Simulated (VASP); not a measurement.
Input:

```
CELL_PARAMETERS angstrom
      3.38075     0.00000     0.00000
      0.00000     3.38075     0.00000
      0.00000     0.00000     3.38075
ATOMIC_POSITIONS crystal
  Pr 0.00000 0.00000 0.00000
```

Calculation: PBEsol GGA, VASP's PBE PAW potentials (set 64) (plane waves; VASP). Numerical set-up: 400 eV cut-off, 10×10×10 Γ-centred mesh, first-order Methfessel-Paxton smearing of 0.10 eV, potentials Pr_3.

The 4f electrons are frozen in the core of the lanthanide potential, so 4f levels, which can set the real gap, and their magnetism are missing. Energy and stress use the plane-wave basis of the starting cell.

Q: The ions, cell shape and volume are relaxed. What does this cell relax into?

A: 
```
CELL_PARAMETERS angstrom
      3.24855     0.00000     0.00000
      0.00000     3.24855     0.00000
      0.00000     0.00000     3.24855
ATOMIC_POSITIONS crystal
  Pr 0.00000 0.00000 0.00000
```
Space group Pm-3m (221), at a tolerance of 0.03 Å.

Q: How do energy and volume change from the first to the last step?

A: The energy (σ→0) changes by -41.1 meV/atom and the volume by -11.3 %, in 3 ionic steps.

```csv
step,E(σ→0) (eV),max force (eV/Å),pressure (GPa),volume (Å³)
1,-4.5598,0.000,-2.92,38.64
2,-4.6002,0.000,-0.44,34.84
3,-4.6010,0.000,-0.04,34.28
```

The structure was generated: Pr was put into the simple-cubic type (Pm-3m), which need not be its known phase. This run relaxes it. Symmetry was kept, so distortions that lower it aren't found.
